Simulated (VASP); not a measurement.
Input:

```
InSb
1.0
    0.00000     3.37992     3.37992
    3.37992     0.00000     3.37992
    3.37992     3.37992     0.00000
In Sb
1 1
Cartesian
  0.00000   0.00000   0.00000
  1.68996   1.68996   1.68996
```

Level of theory: PW91 GGA, VASP's PBE PAW potentials (set 64) (plane waves; VASP 6.6.1). Numerical set-up: 520 eV cut-off, 10×10×10 Γ-centred mesh, first-order Methfessel-Paxton smearing of 0.10 eV, potentials In_d Sb.

Unless said otherwise, spin-orbit coupling is left out, though it shifts the bands of the heavy elements here.

Problem. Estimate the energy per atom (σ→0), pressure, band gap (on the k-mesh) with the smallest direct gap where there is one.

Solution. 
The band gap (on the k-mesh) comes out as none (metal, semimetal or under 0.01 eV), the energy per atom (σ→0) comes out as -3.494 eV/atom and the pressure is -1.88 GPa.

Total energies compare only between runs with the same potentials, cut-off and functional.

The compound is InSb in the zinc blende structure. This cell is one point of a volume scan, at 1.06 of the reference volume.
